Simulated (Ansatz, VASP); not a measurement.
# Two plane-wave programs on BeSi

```
CELL_PARAMETERS angstrom
2.38804 0.00000 0.00000
-1.19402 2.06811 0.00000
0.00000 0.00000 5.97023
ATOMIC_POSITIONS crystal
Be 0.00000 0.00000 0.00000
Si 0.00000 0.00000 0.50000
```

Change from the starting cell: ordered superstructure of hcp with vacancies (P6/mmm, No. 191).

Alike in both runs: functional PBE; k mesh 6 × 6 × 2; occupations gaussian, width 0.1 eV; no spin polarisation.

Ansatz relaxed the structure, and its values are those at the end. VASP's run is a single point on that final structure, the one shown.

|  | VASP | Ansatz |
| --- | --- | --- |
| version | VASP 6.6.1 | Ansatz 0.2.0 |
| potentials or method | VASP PAW PBE potentials, release 64 (Be, Si) | scalar-relativistic, plane waves, PAW |
| plane-wave cutoff (eV) | 520 | 420 |
| valence electrons in the cell | 6 | 6 |

```tsv
	VASP	Ansatz	Ansatz less VASP
gap on the k mesh at the Fermi level (eV)	none	none	-
pressure (GPa)	-0.1	-0.1	+0.05
```

A gap of «none» marks a metal or a gap that the smearing closes.

Caveats: the k mesh is coarse (spacing up to 0.53 Å⁻¹), so the values aren't converged.
